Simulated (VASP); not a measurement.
Data:

```
CELL_PARAMETERS angstrom
      1.60652    -2.78257     0.00000
      1.60652     2.78257     0.00000
      0.00000     0.00000     3.59556
ATOMIC_POSITIONS crystal
  Zr 0.00000 0.00000 0.00000
  B  0.33333 0.66667 0.50000
  B  0.66667 0.33333 0.50000
```

Calculation: revPBE GGA, VASP's PBE PAW potentials (set 64) (plane waves; VASP). Numerical set-up: 520 eV cut-off, 11×11×9 Γ-centred mesh, first-order Methfessel-Paxton smearing of 0.10 eV, potentials Zr_sv B.

Q: What does the run give for the energy per atom (σ→0), pressure, band gap (on the k-mesh) with the smallest direct gap where there is one?

A: 
```
Item                                                         Value
------------------------  ----------------------------------------
band gap (on the k-mesh)  none (metal, semimetal or under 0.01 eV)
energy per atom (σ→0)                               -8.035 eV/atom
pressure                                                 -6.47 GPa
```

The compound is ZrB2 in the AlB2 type structure. This cell is one point of a volume scan, at 1.03 of the reference volume.
